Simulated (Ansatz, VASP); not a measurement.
# Cross-check of SiC (wurtzite SiC, size series) between VASP and Ansatz

Aim: how closely do two programs agree when they are given the same cell, functional and k mesh? The cell is taken from a series of runs on this material, whose earlier steps may have relaxed, scaled, displaced or heated it; both programs get it as it stands.

Method: plane waves, with VASP 6.6.1 beside it; single point at PBE, in Ansatz 0.2.0.

## 1. The structure

The cell holds 144 atoms: 72 Si and 72 C. Its edges and angles: a = 9.228 Å, b = 9.228 Å, c = 20.192 Å, α = 90.0°, β = 90.0°, γ = 120.0°. It derives from SiC (wurtzite), repeated 3×3×4. As first built, before any earlier steps moved the atoms (in the runner's words): wurtzite SiC (a = 3.076 A, c = 5.048 A), 3 x 3 x 4 conventional cells; ideal positions.

## 2. VASP: single point, PBE

With cell and atoms fixed, the geometry can't cause a difference; cores, projectors, grids and the points listed under the comparison can.

Lines of VASP's logs that name or quote its potential files are left out, and so is its time.

Contents of INCAR:

```
SYSTEM = SiC
PREC = Accurate
ENCUT = 520
EDIFF = 1E-06
NELM = 120
ISMEAR = 0
SIGMA = 0.01
LREAL = Auto
ALGO = Normal
GGA = PE
NBANDS = 388
LORBIT = 11
LWAVE = .FALSE.
LCHARG = .FALSE.
ISIF = 2
LASPH = .TRUE.
GGA_COMPAT = .FALSE.
EFERMI = MIDGAP
```

Contents of POSCAR:

```
SiC
1.0
    9.2280000000      0.0000000000      0.0000000000
   -4.6140000000      7.9916820000      0.0000000000
    0.0000000000      0.0000000000     20.1920000000
Si C
72 72
Direct
    0.0000000000      0.0000000000      0.0000000000
    0.1111110000      0.2222220000      0.1250000000
    0.0000000000      0.0000000000      0.2500000000
    0.1111110000      0.2222220000      0.3750000000
    0.0000000000      0.0000000000      0.5000000000
    0.1111110000      0.2222220000      0.6250000000
    0.0000000000      0.0000000000      0.7500000000
    0.1111110000      0.2222220000      0.8750000000
    0.0000000000      0.3333330000      0.0000000000
    0.1111110000      0.5555560000      0.1250000000
    0.0000000000      0.3333330000      0.2500000000
    0.1111110000      0.5555560000      0.3750000000
    0.0000000000      0.3333330000      0.5000000000
    0.1111110000      0.5555560000      0.6250000000
    0.0000000000      0.3333330000      0.7500000000
    0.1111110000      0.5555560000      0.8750000000
    0.0000000000      0.6666670000      0.0000000000
    0.1111110000      0.8888890000      0.1250000000
    0.0000000000      0.6666670000      0.2500000000
    0.1111110000      0.8888890000      0.3750000000
    0.0000000000      0.6666670000      0.5000000000
    0.1111110000      0.8888890000      0.6250000000
    0.0000000000      0.6666670000      0.7500000000
    0.1111110000      0.8888890000      0.8750000000
    0.3333330000      0.0000000000      0.0000000000
    0.4444440000      0.2222220000      0.1250000000
    0.3333330000      0.0000000000      0.2500000000
    0.4444440000      0.2222220000      0.3750000000
    0.3333330000      0.0000000000      0.5000000000
    0.4444440000      0.2222220000      0.6250000000
[... 108 atom lines left out ...]
    0.7777780000      0.8888890000      0.2812500000
    0.6666670000      0.6666670000      0.4062500000
    0.7777780000      0.8888890000      0.5312500000
    0.6666670000      0.6666670000      0.6562500000
    0.7777780000      0.8888890000      0.7812500000
    0.6666670000      0.6666670000      0.9062500000
```

Contents of KPOINTS:

```
Automatic mesh
0
Gamma
1 1 1
0 0 0
```

Potentials, in the order of the species: Si and C (PBE family, release 64).

Run with:

```bash
$ export OMP_NUM_THREADS=3
$ mpirun -np 1 vasp_gam
```

Output:

```text
[banner, memory and clock lines left out]
running    1 mpi-ranks, on    1 nodes
[...]
Offloading initialized ...    1 GPUs detected
[...]
LDA part: xc-table for (Slater+PW92), standard interpolation
 POSCAR, INCAR and KPOINTS ok, starting setup
[...]
entering main loop
       N       E                     dE             d eps       ncg     rms          rms(c)
DAV:   1     0.341515357451E+04    0.34152E+04   -0.30151E+05   776   0.143E+03
DAV:   2    -0.822812471745E+03   -0.42380E+04   -0.39500E+04   988   0.284E+02
DAV:   3    -0.119747081425E+04   -0.37466E+03   -0.37005E+03   936   0.811E+01
DAV:   4    -0.120749858446E+04   -0.10028E+02   -0.99836E+01   920   0.144E+01
[...]
DAV:  12    -0.106477917030E+04   -0.18262E-04   -0.20721E-04   928   0.180E-02    0.238E-02
DAV:  13    -0.106477919439E+04   -0.24094E-04   -0.20051E-05   912   0.680E-03    0.157E-02
DAV:  14    -0.106477919471E+04   -0.31838E-06   -0.41457E-07   600   0.117E-03
   1 F= -.10647792E+04 E0= -.10647792E+04  d E =0.000000E+00
```

Parts of OUTCAR (step 2):

```text
  FREE ENERGIE OF THE ION-ELECTRON SYSTEM (eV)
  ---------------------------------------------------
  free  energy   TOTEN  =     -1064.7791947086 eV

  energy  without entropy=    -1064.7791947086  energy(sigma->0) =    -1064.77919471
```

The run ends at a pressure of 4.14 GPa, with forces up to 0.20 eV/Å.

## 3. Ansatz: single point, PBE

Ansatz runs on its PAW soft_1 files.

The same cell, functional and mesh now go to Ansatz, which takes its cutoff from its data sets.

Contents of input.yaml:

```yaml
crystal:
  lattice:
    - [9.228, 0.0, 0.0]
    - [-4.614, 7.9916824261228, 0.0]
    - [0.0, 0.0, 20.192]
  atoms:
    - { symbol: Si, position: [0.0, 0.0, 0.0] }
    - { symbol: C, position: [0.11111111111111108, 0.22222222222222218, 0.03125] }
    - { symbol: Si, position: [0.11111111111111108, 0.22222222222222218, 0.125] }
    - { symbol: C, position: [0.0, 0.0, 0.15625000000000003] }
    - { symbol: Si, position: [0.0, 0.0, 0.25] }
    - { symbol: C, position: [0.11111111111111108, 0.22222222222222218, 0.28125] }
    - { symbol: Si, position: [0.11111111111111108, 0.22222222222222218, 0.375] }
    - { symbol: C, position: [0.0, 0.0, 0.40624999999999994] }
    - { symbol: Si, position: [0.0, 0.0, 0.4999999999999999] }
    - { symbol: C, position: [0.11111111111111108, 0.22222222222222218, 0.53125] }
    - { symbol: Si, position: [0.11111111111111108, 0.22222222222222218, 0.6250000000000001] }
    - { symbol: C, position: [0.0, 0.0, 0.6562500000000001] }
    - { symbol: Si, position: [0.0, 0.0, 0.75] }
    - { symbol: C, position: [0.11111111111111108, 0.22222222222222218, 0.78125] }
    - { symbol: Si, position: [0.11111111111111108, 0.22222222222222218, 0.875] }
    - { symbol: C, position: [0.0, 0.0, 0.90625] }
    - { symbol: Si, position: [-4.506663431330728e-17, 0.33333333333333326, 0.0] }
    - { symbol: C, position: [0.11111111111111106, 0.5555555555555555, 0.03125] }
    - { symbol: Si, position: [0.11111111111111106, 0.5555555555555555, 0.125] }
    - { symbol: C, position: [-4.506663431330728e-17, 0.33333333333333326, 0.15625000000000003] }
    - { symbol: Si, position: [-4.506663431330728e-17, 0.33333333333333326, 0.25] }
    - { symbol: C, position: [0.11111111111111106, 0.5555555555555555, 0.28125] }
    - { symbol: Si, position: [0.11111111111111106, 0.5555555555555555, 0.375] }
    - { symbol: C, position: [-4.506663431330728e-17, 0.33333333333333326, 0.40624999999999994] }
    - { symbol: Si, position: [-4.506663431330728e-17, 0.33333333333333326, 0.4999999999999999] }
    - { symbol: C, position: [0.11111111111111106, 0.5555555555555555, 0.53125] }
    - { symbol: Si, position: [0.11111111111111106, 0.5555555555555555, 0.6250000000000001] }
    - { symbol: C, position: [-4.506663431330728e-17, 0.33333333333333326, 0.6562500000000001] }
    - { symbol: Si, position: [-4.506663431330728e-17, 0.33333333333333326, 0.75] }
    - { symbol: C, position: [0.11111111111111106, 0.5555555555555555, 0.78125] }
[... 108 atom lines left out ...]
    - { symbol: Si, position: [0.7777777777777777, 0.8888888888888887, 0.6250000000000001] }
    - { symbol: C, position: [0.6666666666666666, 0.6666666666666665, 0.6562500000000001] }
    - { symbol: Si, position: [0.6666666666666666, 0.6666666666666665, 0.75] }
    - { symbol: C, position: [0.7777777777777777, 0.8888888888888887, 0.78125] }
    - { symbol: Si, position: [0.7777777777777777, 0.8888888888888887, 0.875] }
    - { symbol: C, position: [0.6666666666666666, 0.6666666666666665, 0.90625] }
kpoints:
  mp_grid:
    grid: [1, 1, 1]
hamiltonian:
  xc: pbe
  pseudopotentials:
    kind: paw
    xc_functional: pbe
    azcp:
      folder: "./paw"
scf:
  occupations:
    method: fixed
output:
  forces: true
  eigenvalues: true
```

Run with:

```bash
$ python sizes.py
```

## 4. Comparison

Known differences besides the potentials themselves: fixed occupations in Ansatz, narrow Gaussian smearing in VASP; Ansatz takes its cutoff from its data sets, VASP runs at 520 eV. Total energies have different zeros and are not compared.

The two programs side by side:

```csv
quantity,Ansatz,VASP,difference
gap on the k mesh (eV),2.177,2.172,+0.005
```

Forces on 10 of the 144 atoms, those with the largest forces and the largest differences (eV/Å; atoms numbered as in POSCAR):

```csv
atom,"Ansatz x, y, z","VASP x, y, z"
Si1,"0.000, 0.000, 0.197","0.000, 0.000, 0.199"
Si2,"0.000, 0.000, 0.197","0.000, 0.000, 0.199"
Si3,"0.000, 0.000, 0.197","0.000, 0.000, 0.199"
Si4,"0.000, 0.000, 0.197","0.000, 0.000, 0.199"
Si5,"0.000, 0.000, 0.197","0.000, 0.000, 0.199"
Si6,"0.000, 0.000, 0.197","0.000, 0.000, 0.199"
Si7,"0.000, 0.000, 0.197","0.000, 0.000, 0.199"
C97,"0.000, 0.000, -0.197","0.000, 0.000, -0.199"
C98,"0.000, 0.000, -0.197","0.000, 0.000, -0.199"
C99,"0.000, 0.000, -0.197","0.000, 0.000, -0.199"
```

The forces differ by 0.7 meV/Å r.m.s., which is 0.6 % of the r.m.s. force of 0.115 eV/Å (both taken over all components). A gap on the mesh is an upper bound, since the band edges may lie between its points.

## 5. Results

| Quantity | Value |
| --- | --- |
| r.m.s. force difference (single point, PBE) | 0.71 meV/Å |

What this shows: The r.m.s. force difference is 0.71 meV/Å (single point, PBE), within the 12 meV/Å picked in this series as the mark of a large difference. Such differences can come from data sets, numerical settings and the points named under the comparisons, not from the functional's error against experiment.

[Lines on the potential files, build, host, timing and source positions are cut from VASP's logs without a mark.]

[Logs are printed without paths, hosts, clocks, repeated set-up lines and the standing remarks that a program may print on its own settings, such as how far it seeks lower states.]

[Hosts, paths, dates, database ids (printed as entryN), source tags and the programs' standing remarks are cut or masked in the printed files.]
